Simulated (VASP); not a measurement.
An input for Ansatz (written as the equivalent of a VASP run, and not itself run):

Ansatz 0.2 input:
```yaml
crystal:
  lattice:
    - [0.0000000, 2.7236532, 2.7236532]
    - [2.7236532, 0.0000000, 2.7236532]
    - [2.7236532, 2.7236532, 0.0000000]
  atoms:
    - { symbol: Zn, position: [0.0000000, 0.0000000, 0.0000000] }
    - { symbol: S, position: [0.2500000, 0.2500000, 0.2500000] }
kpoints:
  mp_grid: { grid: [8, 8, 8] }
hamiltonian:
  xc: pbe
  pseudopotentials: { kind: paw }
scf:
  occupations: { method: gaussian, width: 0.05 }
  max_iter: 100
output: { forces: true, stress: true, eigenvalues: true }
```

Q: Write the VASP files for the same calculation (PBE).

A: One answer among several that fit: 
**INCAR**
```
! general
SYSTEM  = ZnS
PREC    = Accurate
ENCUT   = 520
LREAL   = .FALSE.
LASPH   = .TRUE.

! electronic loop
EDIFF   = 1E-6
NELM    = 100
ALGO    = Normal
LMAXMIX = 4

! smearing
ISMEAR  = 0
SIGMA   = 0.05

! functional
GGA     = PE

! output
LWAVE   = .FALSE.
LCHARG  = .TRUE.
```

### KPOINTS
```
kpoints
0
gamma
 8 8 8
0 0 0
```

File POSCAR:
```
ZnS
1.0
  0.0000000000   2.7236531968   2.7236531968
  2.7236531968   0.0000000000   2.7236531968
  2.7236531968   2.7236531968   0.0000000000
Zn S
1 1
direct
  0.0000000000   0.0000000000   0.0000000000
  0.2500000000   0.2500000000   0.2500000000
```

POTCAR, in this order: Zn S (PBE.64 set). Program: vasp_std.

Limits of the translation: each code has its own PAW files, so the cut-off isn't converted (ENCUT is set for VASP's; basis.ecutwfc is left out, and Ansatz then takes the one that its files recommend); Ansatz stops its SCF on the density residual and VASP on the energy change (EDIFF).

The compound is ZnS in the zinc blende structure. It was relaxed first.
